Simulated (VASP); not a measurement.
Method: LDA (Ceperley-Alder, Perdew-Zunger), VASP's LDA PAW potentials (set 64) (plane waves; VASP).

The input files of a VASP run:

**POSCAR**
```
Mo3Si
1
    4.6447380843    -0.0000000000     0.0000000000
    0.0000000000     4.6447380843     0.0000000000
    0.0000000000     0.0000000000     4.6447380843
Si Mo
2 6
Direct
  0.5000000000   0.5000000000   0.5000000000
  1.0000000000   1.0000000000   1.0000000000
  0.2500000000   1.0000000000   0.5000000000
  0.5000000000   0.2500000000   0.0000000000
  0.5000000000   0.7500000000   0.0000000000
  0.7500000000   0.0000000000   0.5000000000
  1.0000000000   0.5000000000   0.7500000000
  1.0000000000   0.5000000000   0.2500000000
```

**INCAR**
```
SYSTEM = Mo3Si
PREC = Accurate
ENCUT = 500
EDIFF = 1E-6
NELM = 100
ALGO = Normal
LREAL = .FALSE.
LASPH = .TRUE.
ISMEAR = 1
SIGMA = 0.1
LMAXMIX = 4
LWAVE = .FALSE.
LCHARG = .FALSE.
IBRION = 2
ISIF = 3
NSW = 40
EDIFFG = -0.02
PSTRESS = 450
```

KPOINTS:
```
Automatic mesh
0
Gamma
7 7 7
0 0 0
```

POTCAR, in this order: Si Mo_sv (LDA.64 set). Program: vasp_std.

Output

### OSZICAR
```
       N       E                     dE             d eps       ncg     rms          rms(c)
DAV:   1     0.120084330910E+04    0.12008E+04   -0.53783E+04  2208   0.170E+03
DAV:   2    -0.306954456586E+02   -0.12315E+04   -0.12021E+04  2312   0.565E+02
DAV:   3    -0.886633926246E+02   -0.57968E+02   -0.56321E+02  2801   0.112E+02
DAV:   4    -0.898433397002E+02   -0.11799E+01   -0.11655E+01  2664   0.135E+01
DAV:   5    -0.898584425303E+02   -0.15103E-01   -0.15081E-01  2569   0.163E+00    0.651E+01
DAV:   6    -0.864385546522E+02    0.34199E+01   -0.10886E+01  2524   0.167E+01    0.223E+01
DAV:   7    -0.860719111282E+02    0.36664E+00   -0.98228E-01  2682   0.491E+00    0.483E+00
DAV:   8    -0.860246305763E+02    0.47281E-01   -0.10845E-01  2427   0.132E+00    0.481E-01
DAV:   9    -0.860238347631E+02    0.79581E-03   -0.55644E-03  2538   0.313E-01    0.251E-01
DAV:  10    -0.860237541660E+02    0.80597E-04   -0.60466E-04  2700   0.166E-01    0.828E-02
DAV:  11    -0.860237612949E+02   -0.71289E-05   -0.15137E-05  2458   0.222E-02    0.259E-02
DAV:  12    -0.860237601472E+02    0.11477E-05   -0.41626E-06  2173   0.132E-02    0.456E-03
DAV:  13    -0.860237601831E+02   -0.35943E-07   -0.16862E-07  1537   0.233E-03
   1 F= -.57879773E+02 E0= -.57879828E+02  d E =-.578798E+02
```

OUTCAR:
```
------------------------ aborting loop because EDIFF is reached ----------------------------------------
  FORCE on cell =-STRESS in cart. coord.  units (eV):
  Direction    XX          YY          ZZ          XY          YZ          ZX
  --------------------------------------------------------------------------------------
  Total       28.0683239     28.0683239     28.0683239     -0.0000000      0.0000000     -0.0000000
  in kB      448.7902101    448.7902101    448.7902101     -0.0000000      0.0000000     -0.0000000
  external PRESSURE =      -1.2097899 kB  Pullay stress =     450.0000000 kB
  volume of cell :      100.20
      direct lattice vectors                 reciprocal lattice vectors
     4.644738084  0.000000000  0.000000000     0.215297393  0.000000000  0.000000000
     0.000000000  4.644738084  0.000000000     0.000000000  0.215297393  0.000000000
     0.000000000  0.000000000  4.644738084     0.000000000  0.000000000  0.215297393
 POSITION                                       TOTAL-FORCE (eV/Angst)
 -----------------------------------------------------------------------------------
      2.32237      2.32237      2.32237        -0.000000     -0.000000      0.000000
      0.00000      0.00000      0.00000        -0.000000     -0.000000      0.000000
      1.16118      0.00000      2.32237         0.000000     -0.000000     -0.000000
      2.32237      1.16118      0.00000        -0.000000     -0.000000      0.000000
      2.32237      3.48355      0.00000        -0.000000      0.000000     -0.000000
      3.48355      0.00000      2.32237        -0.000000      0.000000      0.000000
      0.00000      2.32237      3.48355        -0.000000      0.000000      0.000000
      0.00000      2.32237      1.16118         0.000000     -0.000000     -0.000000
 -----------------------------------------------------------------------------------
    total drift:                                0.000000      0.000000     -0.000000
  FREE ENERGIE OF THE ION-ELECTRON SYSTEM (eV)
  ---------------------------------------------------
  free  energy   TOTEN  =       -86.0237601831 eV

  energy  without entropy=      -86.0239237831  energy(sigma->0) =      -86.02381472
  enthalpy is  TOTEN    =       -57.8797733363 eV   P V=       28.1439868468

 reached required accuracy - stopping structural energy minimisation
```
(Selected blocks of OUTCAR.)

The compound is Mo3Si in the A15 structure. It was relaxed first under an external pressure of 45 GPa.
